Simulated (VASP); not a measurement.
**Nickel: cell size and functional**

How much does the relaxed cell of Nickel depend on the functional? The starting structure is a measured crystal structure from the Crystallography Open Database.

Main program and level: VASP 6.6.1; Kohn-Sham DFT with plane waves and PAW; PBEsol, LDA, PBE, PBEsol + D3(BJ), r2SCAN, r2SCAN + rVV10, rev-vdW-DF2 and PBEsol + D4.

### Step 1. Starting point

The structure is cubic, space group Fm-3m (No. 225). The conventional cell has a = 3.524 Å, b = 3.524 Å, c = 3.524 Å, α = 90.00°, β = 90.00°, γ = 90.00°. Nearest to Ni lie 12 Ni at 2.49 Å.

As a file:

```cif
data_structure
_symmetry_space_group_name_H-M 'Fm-3m'
_symmetry_Int_Tables_number 225
_cell_length_a 3.5240
_cell_length_b 3.5240
_cell_length_c 3.5240
_cell_angle_alpha 90.000
_cell_angle_beta 90.000
_cell_angle_gamma 90.000
_cell_volume 43.76
loop_
_atom_site_label
_atom_site_type_symbol
_atom_site_symmetry_multiplicity
_atom_site_Wyckoff_symbol
_atom_site_fract_x
_atom_site_fract_y
_atom_site_fract_z
_atom_site_occupancy
Ni1 Ni 4 a 0.00000 0.00000 0.00000 1
```

### Step 2. Relaxation with PBEsol

PBEsol restores the gradient expansion of exchange and is tuned for the cells of solids. This run starts from the cell of an earlier relaxation, which isn't shown; the restart sets up the plane waves anew.

INCAR

```
SYSTEM = Ni
PREC = Accurate
ENCUT = 450
EDIFF = 1E-06
NELM = 100
ISMEAR = 1
SIGMA = 0.1
LREAL = .FALSE.
ALGO = Normal
GGA = PS
NBANDS = 11
ISPIN = 2
MAGMOM = 1
LMAXMIX = 4
LORBIT = 11
LWAVE = .FALSE.
LCHARG = .FALSE.
KPAR = 2
IBRION = 2
NSW = 50
ISIF = 3
EDIFFG = -0.01
```

POSCAR

```
Ni
1.0
    0.0000000000      1.7304005765      1.7304005765
    1.7304005765      0.0000000000      1.7304005765
    1.7304005765      1.7304005765      0.0000000000
Ni
1
Direct
    0.0000000000      0.0000000000      0.0000000000
```

KPOINTS

```
Automatic mesh
0
Gamma
14 14 14
0 0 0
```

The projector-augmented-wave data sets are Ni (PBE family, release 64).

On the command line:

```sh
mpirun -np 2 vasp_std
```

Output:

```text
[banner, memory and clock lines left out]
running    2 mpi-ranks, on    1 nodes
 distrk:  each k-point on    1 cores,    2 groups
 distr:  one band on    1 cores,    1 groups

 POSCAR found type information on POSCAR Ni
 POSCAR found :  1 types and       1 ions
|                                                                             |
|               ----> ADVICE to this user running VASP <----                  |
|                                                                             |
|     You enforced a specific xc type in the INCAR file but a different       |
|     [... a line on the potential file left out ...]
|     I HOPE YOU KNOW WHAT YOU ARE DOING!                                     |
|                                                                             |

 LDA part: xc-table for (Slater+PW92), standard interpolation
 POSCAR, INCAR and KPOINTS ok, starting setup
 FFT: planning ... GRIDC
 FFT: planning ... GRID_SOFT
 FFT: planning ... GRID
 WAVECAR not read
 entering main loop
       N       E                     dE             d eps       ncg     rms          rms(c)
DAV:   1     0.260803549382E+02    0.26080E+02   -0.42512E+03  4720   0.107E+03
DAV:   2    -0.650613655320E+01   -0.32586E+02   -0.30493E+02  4735   0.162E+02
DAV:   3    -0.734191403778E+01   -0.83578E+00   -0.83359E+00  5238   0.308E+01
DAV:   4    -0.734833884526E+01   -0.64248E-02   -0.64238E-02  5060   0.239E+00
DAV:   5    -0.734847077132E+01   -0.13193E-03   -0.13192E-03  5176   0.319E-01    0.112E+01
DAV:   6    -0.648087058741E+01    0.86760E+00   -0.16364E+01  5483   0.586E+01    0.604E+00
DAV:   7    -0.615264261660E+01    0.32823E+00   -0.26254E+00  5458   0.217E+01    0.197E+00
DAV:   8    -0.613524019067E+01    0.17402E-01   -0.19803E-02  6351   0.123E+00    0.101E+00
DAV:   9    -0.613247206059E+01    0.27681E-02   -0.12991E-03  6846   0.267E-01    0.295E-01
DAV:  10    -0.613161503443E+01    0.85703E-03   -0.93306E-04  6564   0.209E-01    0.412E-02
DAV:  11    -0.613161644899E+01   -0.14146E-05   -0.16210E-05  5668   0.338E-02    0.243E-02
DAV:  12    -0.613161758815E+01   -0.11392E-05   -0.45274E-06  4278   0.162E-02    0.125E-02
DAV:  13    -0.613161730088E+01    0.28727E-06   -0.53841E-07  2573   0.109E-02
   1 F= -.61316173E+01 E0= -.61314547E+01  d E =-.613162E+01  mag=     0.5602
 curvature:   0.00 expect dE= 0.000E+00 dE for cont linesearch  0.000E+00
 trial: gam= 0.00000 g(F)=  0.235E-63 g(S)=  0.304E-04 ort = 0.000E+00 (trialstep = 0.100E+01)
 search vector abs. value=  0.304E-04
 bond charge predicted
       N       E                     dE             d eps       ncg     rms          rms(c)
DAV:   1    -0.613239054393E+01   -0.77296E-03   -0.11202E-02  5413   0.159E+00    0.233E-01
DAV:   2    -0.613185161130E+01    0.53893E-03   -0.10336E-02  5545   0.134E+00    0.114E-01
DAV:   3    -0.613163831687E+01    0.21329E-03   -0.14471E-03  5449   0.531E-01    0.366E-02
DAV:   4    -0.613162268496E+01    0.15632E-04   -0.11270E-05  5187   0.242E-02    0.210E-02
DAV:   5    -0.613162066228E+01    0.20227E-05   -0.38172E-06  3927   0.130E-02    0.389E-03
DAV:   6    -0.613162056025E+01    0.10203E-06   -0.20324E-07  2430   0.452E-03
   2 F= -.61316206E+01 E0= -.61314555E+01  d E =-.325937E-05  mag=     0.5596
 trial-energy change:   -0.000003  1 .order    0.000000   -0.000030    0.000030
 step:   0.4994(harm=  0.4994)  dis= 0.00000  next Energy=    -6.131625 (dE=-0.759E-05)
 bond charge predicted
       N       E                     dE             d eps       ncg     rms          rms(c)
DAV:   1    -0.613182260965E+01   -0.20195E-03   -0.27965E-03  5398   0.798E-01    0.117E-01
DAV:   2    -0.613168539408E+01    0.13722E-03   -0.26058E-03  5536   0.672E-01    0.576E-02
DAV:   3    -0.613163151817E+01    0.53876E-04   -0.36694E-04  5434   0.267E-01    0.186E-02
DAV:   4    -0.613162737915E+01    0.41390E-05   -0.28729E-06  4659   0.123E-02    0.106E-02
DAV:   5    -0.613162687690E+01    0.50224E-06   -0.97237E-07  2563   0.655E-03
   3 F= -.61316269E+01 E0= -.61314631E+01  d E =-.957602E-05  mag=     0.5599
 curvature:  -0.25 expect dE=-0.245E-07 dE for cont linesearch -0.245E-07
 trial: gam= 0.00000 g(F)=  0.147E-62 g(S)=  0.981E-07 ort =-0.173E-05 (trialstep = 0.900E+00)
 search vector abs. value=  0.982E-07
 reached required accuracy - stopping structural energy minimisation
```

Run time: 9.6 s. Hardware: 2 MPI ranks of AMD EPYC 9R45, shared host; peak memory 0.2 GiB; 18 s of CPU time.

The logs omit lines about the potential files and the build; timing stands in the text.

OUTCAR, selected parts (step 2):

```text
ion  position               nearest neighbor table
   1  0.000  0.000  0.000-

  LATTYP: Found a face centered cubic cell.
 ALAT       =     3.4608011530

 Subroutine GETGRP returns: Found 48 space group operations
 (whereof 48 operations were pure point group operations)

The static configuration has the point symmetry O_h .

 Found    104 irreducible k-points:

   k-points           NKPTS =    104   k-points in BZ     NKDIM =    104   number of bands    NBANDS=     11

   dimension x,y,z NGX =    18 NGY =   18 NGZ =   18
   dimension x,y,z NGXF=    36 NGYF=   36 NGZF=   36

   ENCUT  =  450.0 eV  33.07 Ry    5.75 a.u.   4.23  4.23  4.23*2*pi/ulx,y,z

   NELECT =      10.0000    total number of electrons

 k-points in reciprocal lattice and weights: Automatic mesh
   0.00000000  0.00000000  0.00000000       0.000
   0.07142857  0.00000000  0.00000000       0.003
   0.14285714  0.00000000  0.00000000       0.003
   0.21428571  0.00000000  0.00000000       0.003
   0.28571429  0.00000000  0.00000000       0.003
   0.35714286  0.00000000  0.00000000       0.003
   0.42857143  0.00000000  0.00000000       0.003
   0.50000000  0.00000000  0.00000000       0.001
   0.07142857  0.07142857  0.00000000       0.002
[...]
-0.28571429  0.42857143  0.21428571       0.009
  -0.28571429  0.50000000  0.21428571       0.004

 average (electrostatic) potential at core
       1 -81.2500

 E-fermi :   9.9099

 spin component 1
 k-point     1 :       0.0000    0.0000    0.0000
  band No.  band energies     occupation
    ...
      2       7.3912      1.00000
      3       7.3912      1.00000
      4       7.3912      1.00000
      5       8.6356      1.00000
      6       8.6356      1.00000
      7      34.0323      0.00000
      8      38.2650      0.00000
      9      38.2650      0.00000
     10      38.2650      0.00000
     11      41.3646      0.00000

 k-point     2 :       0.0714    0.0000    0.0000
  band No.  band energies     occupation
    ...
      2       7.3350      1.00000
      3       7.4387      1.00000
      4       7.4387      1.00000
      5       8.6154      1.00000
      6       8.6154      1.00000
      7      33.3724      0.00000
      8      36.1232      0.00000
      9      37.8316      0.00000
     10      37.8316      0.00000
     11      42.0138      0.00000

 k-point     3 :       0.1429    0.0000    0.0000
  band No.  band energies     occupation
    ...
      2       7.1940      1.00000
      3       7.5501      1.00000
      4       7.5501      1.00000
      5       8.5849      1.00000
      6       8.5849      1.00000
      7      30.3844      0.00000
      8      35.0470      0.00000
      9      37.0798      0.00000
     10      37.0798      0.00000
     11      42.4074      0.00000

 k-point     4 :       0.2143    0.0000    0.0000
  band No.  band energies     occupation
    ...
      2       7.0531      1.00000
      3       7.6303      1.00000
      4       7.6303      1.00000
      5       8.6338      1.00000
      6       8.6338      1.00000
      7      26.6557      0.00000
      8      34.5118      0.00000
      9      36.4213      0.00000
     10      36.4213      0.00000
     11      42.5864      0.00000

 k-point     5 :       0.2857    0.0000    0.0000
  band No.  band energies     occupation
    ...
      2       7.0862      1.00000
      3       7.6002      1.00000
      4       7.6002      1.00000
      5       8.8253      1.00000
      6       8.8253      1.00000
      7      23.0540      0.00000
      8      33.8292      0.00000
      9      35.9350      0.00000
     10      35.9350      0.00000
     11      40.9936      0.00000

 k-point     6 :       0.3571    0.0000    0.0000
  band No.  band energies     occupation
    ...
      2       7.5059      1.00000
      3       7.5059      1.00000
      4       7.6207      1.00000
      5       9.0825      1.00000
      6       9.0825      1.00000
      7      19.7850      0.00000
      8      33.1505      0.00000
      9      35.6205      0.00000
     10      35.6205      0.00000
     11      39.5530      0.00000

  Total        0.0008235      0.0008235      0.0008235      0.0000000      0.0000000      0.0000000
  in kB        0.1274485      0.1274485      0.1274485      0.0000000      0.0000000      0.0000000
  external PRESSURE =       0.1274485 kB  Pullay stress =       0.0000000 kB

  energy-cutoff  :      450.00
  volume of cell :       10.35
      direct lattice vectors                 reciprocal lattice vectors
     0.000000000  1.729796462  1.729796462    -0.289051349  0.289051349  0.289051349
     1.729796462 -0.000000000  1.729796462     0.289051349 -0.289051349  0.289051349
     1.729796462  1.729796462 -0.000000000     0.289051349  0.289051349 -0.289051349

 POSITION                                       TOTAL-FORCE (eV/Angst)
 -----------------------------------------------------------------------------------
      0.00000      0.00000     -0.00000         0.000000      0.000000     -0.000000
 -----------------------------------------------------------------------------------
    total drift:                                0.000000     -0.000000      0.000000

  FREE ENERGIE OF THE ION-ELECTRON SYSTEM (eV)
  ---------------------------------------------------
  free  energy   TOTEN  =        -6.1316268769 eV

  energy  without entropy=       -6.1311356703  energy(sigma->0) =       -6.13146314

 reached required accuracy - stopping structural energy minimisation

 total charge
# of ion       s       p       d       tot
------------------------------------------
    1        0.521   0.549   8.337   9.407

 magnetization (x)
# of ion       s       p       d       tot
------------------------------------------
    1       -0.008  -0.026   0.600   0.566

[... 6 further parts left out ...]
```

CONTCAR:

```
Ni
   1.00000000000000
     0.0000000000000000    1.7297964617796411    1.7297964617796411
     1.7297964617796411   -0.0000000000000000    1.7297964617796411
     1.7297964617796411    1.7297964617796411   -0.0000000000000000
  Ni
     1
Direct
     0.0000000000000000    0.0000000000000000    0.0000000000000000
```

The cell holds one magnetic atom, so no antiferromagnetic order fits into it. The PAW data sets were made with PBE, which is usual practice but a small mismatch for other functionals. The run keeps the 48 symmetry operations of its start, so it cannot find a distortion of lower symmetry.

With PBEsol the relaxed cell holds 10.352 Å³ an atom, -5.38 % against the measured cell, with a = 3.460 Å.

### Step 3. Relaxation with LDA

LDA, the lowest rung, knows the local density alone. This run starts from the cell of an earlier relaxation, which isn't shown; the restart sets up the plane waves anew.

Edit INCAR of step 2 so:

```diff
@@ -9,3 +9,3 @@
 ALGO = Normal
-GGA = PS
+GGA = CA
 NBANDS = 11
```

POSCAR

```
Ni
1.0
    0.0000000000      1.7106200030      1.7106200030
    1.7106200030      0.0000000000      1.7106200030
    1.7106200030      1.7106200030      0.0000000000
Ni
1
Direct
    0.0000000000      0.0000000000      0.0000000000
```

KPOINTS is that of step 2.

Potentials, in the order of the species: Ni (LDA family, release 64).

On the command line:

```sh
mpirun -np 2 vasp_std
```

Output:

```text
[banner, memory and clock lines left out]
running    2 mpi-ranks, on    1 nodes
[...]
LDA part: xc-table for (Slater(with rela. corr.)+CA(PZ))
 , standard interpolation
 POSCAR, INCAR and KPOINTS ok, starting setup
[...]
entering main loop
       N       E                     dE             d eps       ncg     rms          rms(c)
DAV:   1     0.257698025141E+02    0.25770E+02   -0.42426E+03  4760   0.108E+03
DAV:   2    -0.684771560239E+01   -0.32618E+02   -0.30767E+02  4740   0.165E+02
DAV:   3    -0.768525807745E+01   -0.83754E+00   -0.82909E+00  5135   0.309E+01
DAV:   4    -0.769168095435E+01   -0.64229E-02   -0.64217E-02  5106   0.241E+00
[...]
DAV:  11    -0.657917265451E+01   -0.86757E-05   -0.92916E-06  4897   0.377E-02    0.210E-02
DAV:  12    -0.657916992838E+01    0.27261E-05   -0.91380E-06  4369   0.219E-02    0.479E-03
DAV:  13    -0.657916967966E+01    0.24872E-06   -0.31717E-07  2659   0.531E-03
   1 F= -.65791697E+01 E0= -.65789682E+01  d E =-.657917E+01  mag=     0.5348
[...]
DAV:   3    -0.657918010652E+01    0.17794E-03   -0.11918E-03  5497   0.496E-01    0.345E-02
DAV:   4    -0.657916438789E+01    0.15719E-04   -0.11546E-05  5420   0.235E-02    0.192E-02
DAV:   5    -0.657916273770E+01    0.16502E-05   -0.31229E-06  3597   0.114E-02    0.339E-03
DAV:   6    -0.657916281205E+01   -0.74351E-07   -0.15027E-07  2441   0.398E-03
   2 F= -.65791628E+01 E0= -.65789643E+01  d E =0.686762E-05  mag=     0.5346
 trial-energy change:    0.000007  1 .order    0.000005   -0.000027    0.000037
 step:   0.4273(harm=  0.4273)  dis= 0.00000  next Energy=    -6.579176 (dE=-0.585E-05)
[...]
N       E                     dE             d eps       ncg     rms          rms(c)
DAV:   1    -0.657940021697E+01   -0.23748E-03   -0.32757E-03  5410   0.886E-01    0.125E-01
DAV:   2    -0.657923950421E+01    0.16071E-03   -0.28964E-03  5578   0.729E-01    0.584E-02
DAV:   3    -0.657918024608E+01    0.59258E-04   -0.39610E-04  5491   0.286E-01    0.200E-02
DAV:   4    -0.657917501954E+01    0.52265E-05   -0.38016E-06  4774   0.135E-02    0.111E-02
DAV:   5    -0.657917449263E+01    0.52691E-06   -0.10605E-06  2600   0.659E-03
   3 F= -.65791745E+01 E0= -.65789744E+01  d E =-.481297E-05  mag=     0.5347
[...]
reached required accuracy - stopping structural energy minimisation
```

The job ended after 9 s (2 MPI ranks; peak memory 0.2 GiB; 17 s of CPU time).

Parts of OUTCAR (step 3):

```text
  Total        0.0026502      0.0026502      0.0026502     -0.0000000      0.0000000      0.0000000
  in kB        0.4244911      0.4244911      0.4244911     -0.0000000      0.0000000      0.0000000
  external PRESSURE =       0.4244911 kB  Pullay stress =       0.0000000 kB

 POSITION                                       TOTAL-FORCE (eV/Angst)
 -----------------------------------------------------------------------------------
      0.00000      0.00000      0.00000         0.000000      0.000000      0.000000
 -----------------------------------------------------------------------------------
    total drift:                                0.000000     -0.000000      0.000000

  FREE ENERGIE OF THE ION-ELECTRON SYSTEM (eV)
  ---------------------------------------------------
  free  energy   TOTEN  =        -6.5791744926 eV

  energy  without entropy=       -6.5785740837  energy(sigma->0) =       -6.57897436

 magnetization (x)
# of ion       s       p       d       tot
------------------------------------------
    1       -0.007  -0.020   0.562   0.535

[... 2 parts as in an earlier step ...]

[... 2 further parts left out ...]
[key lines of the parts left out:]
E-fermi :  10.2791
```

With LDA the relaxed cell holds 10.003 Å³ an atom, -8.57 % against the measured cell, with a = 3.420 Å. That is -3.37 % from PBEsol.

### Step 4. Relaxation with PBE

PBE, the usual starting point, adds the gradient of the density.

Edit INCAR of step 3 so:

```diff
@@ -9,3 +9,3 @@
 ALGO = Normal
-GGA = CA
+GGA = PE
 NBANDS = 11
```

POSCAR

```
Ni
1.0
    0.0000000000      1.7620000000      1.7620000000
    1.7620000000      0.0000000000      1.7620000000
    1.7620000000      1.7620000000      0.0000000000
Ni
1
Direct
    0.0000000000      0.0000000000      0.0000000000
```

KPOINTS is that of step 3.

The projector-augmented-wave data sets are Ni (PBE family, release 64).

On the command line:

```sh
mpirun -np 2 vasp_std
```

Output:

```text
[banner, memory and clock lines left out]
running    2 mpi-ranks, on    1 nodes
[...]
LDA part: xc-table for (Slater+PW92), standard interpolation
 POSCAR, INCAR and KPOINTS ok, starting setup
[...]
entering main loop
       N       E                     dE             d eps       ncg     rms          rms(c)
DAV:   1     0.258770573831E+02    0.25877E+02   -0.42826E+03  4796   0.104E+03
DAV:   2    -0.569800573973E+01   -0.31575E+02   -0.29612E+02  4759   0.159E+02
DAV:   3    -0.649349046632E+01   -0.79548E+00   -0.78782E+00  5174   0.299E+01
DAV:   4    -0.649988716245E+01   -0.63967E-02   -0.63955E-02  5145   0.235E+00
[...]
DAV:  10    -0.546348759150E+01    0.65033E-03   -0.84576E-04  6524   0.220E-01    0.422E-02
DAV:  11    -0.546349078173E+01   -0.31902E-05   -0.14116E-05  5151   0.397E-02    0.215E-02
DAV:  12    -0.546349110769E+01   -0.32596E-06   -0.18664E-06  3903   0.135E-02
   1 F= -.54634911E+01 E0= -.54633273E+01  d E =-.546349E+01  mag=     0.5880
[...]
DAV:   6    -0.546349094881E+01   -0.48944E-05   -0.69192E-06  5611   0.239E-02    0.142E-02
DAV:   7    -0.546349025680E+01    0.69201E-06   -0.68477E-07  2636   0.948E-03
   2 F= -.54634903E+01 E0= -.54633517E+01  d E =0.850886E-06  mag=     0.5770
 trial-energy change:    0.000001  1 .order   -0.000000   -0.001585    0.001585
 step:   0.5000(harm=  0.5000)  dis= 0.00000  next Energy=    -5.463887 (dE=-0.396E-03)
[...]
N       E                     dE             d eps       ncg     rms          rms(c)
DAV:   1    -0.547441640323E+01   -0.10925E-01   -0.15041E-01  5371   0.580E+00    0.867E-01
DAV:   2    -0.546746461221E+01    0.69518E-02   -0.15230E-01  5491   0.503E+00    0.472E-01
DAV:   3    -0.546409771361E+01    0.33669E-02   -0.23355E-02  5383   0.210E+00    0.138E-01
DAV:   4    -0.546389478906E+01    0.20292E-03   -0.16202E-04  5227   0.956E-02    0.774E-02
DAV:   5    -0.546387063611E+01    0.24153E-04   -0.57872E-05  6140   0.513E-02    0.166E-02
DAV:   6    -0.546387299449E+01   -0.23584E-05   -0.68380E-07  3043   0.851E-03    0.604E-03
DAV:   7    -0.546387387777E+01   -0.88328E-06   -0.33192E-07  2387   0.889E-03
   3 F= -.54638739E+01 E0= -.54637250E+01  d E =-.382770E-03  mag=     0.5816
[...]
reached required accuracy - stopping structural energy minimisation
```

Wall time 10 s (2 MPI ranks); peak memory 0.2 GiB; 20 s of CPU time.

From OUTCAR (step 4):

```text
  Total        0.0013058      0.0013058      0.0013058      0.0000000      0.0000000     -0.0000000
  in kB        0.1926795      0.1926795      0.1926795      0.0000000      0.0000000     -0.0000000
  external PRESSURE =       0.1926795 kB  Pullay stress =       0.0000000 kB

 POSITION                                       TOTAL-FORCE (eV/Angst)
 -----------------------------------------------------------------------------------
      0.00000      0.00000      0.00000         0.000000      0.000000     -0.000000
 -----------------------------------------------------------------------------------
    total drift:                                0.000000     -0.000000      0.000000

  FREE ENERGIE OF THE ION-ELECTRON SYSTEM (eV)
  ---------------------------------------------------
  free  energy   TOTEN  =        -5.4638738778 eV

  energy  without entropy=       -5.4634271575  energy(sigma->0) =       -5.46372497

 magnetization (x)
# of ion       s       p       d       tot
------------------------------------------
    1       -0.008  -0.026   0.628   0.594

[... 2 parts as in an earlier step ...]

[... 2 further parts left out ...]
[key lines of the parts left out:]
E-fermi :   9.4070
```

With PBE the relaxed cell holds 10.858 Å³ an atom, -0.76 % against the measured cell, with a = 3.515 Å. That is +4.89 % from PBEsol.

(Part 1 of 2 ends here.)

[Lines on the potential files, build, host, timing and source positions are cut from VASP's logs without a mark.]

[Logs are printed without paths, hosts, clocks, repeated set-up lines and the standing remarks that a program may print on its own settings, such as how far it seeks lower states.]

[Hosts, paths, dates, database ids (printed as entryN), source tags and the programs' standing remarks are cut or masked in the printed files.]
